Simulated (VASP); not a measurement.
```
HfSi
1.0
    3.24886     0.00000     0.00000
    0.00000     3.24886     0.00000
    0.00000     0.00000     3.24886
Hf Si
1 1
Direct
  0.00000   0.00000   0.00000
  0.50000   0.50000   0.50000
```

Level of theory: PBEsol GGA, VASP's PBE PAW potentials (set 64) (plane waves; VASP). Run with 400 eV cut-off, Gaussian smearing of 0.050 eV, potentials Hf_pv Si.

Give the energies of bands 4 to 10 at the high-symmetry points, in eV from the Fermi level.

| band | Γ | X | M | R |
|---|---|---|---|---|
| 4 | -11.27 | -8.04 | -7.85 | -4.68 |
| 5 | -1.91 | -6.65 | -2.99 | -4.68 |
| 6 | -1.91 | -0.57 | -2.99 | -4.68 |
| 7 | 2.04 | -0.47 | -2.20 | -4.34 |
| 8 | 2.04 | -0.47 | 1.42 | 3.48 |
| 9 | 2.04 | 4.48 | 1.42 | 3.48 |
| 10 | 3.82 | 5.23 | 4.12 | 3.48 |

It has no gap at this level: it comes out as a metal or semimetal.

The structure was generated: HfSi was put into the CsCl type type (Pm-3m), which need not be its known phase. It was relaxed first, which changed the volume by -33 %.
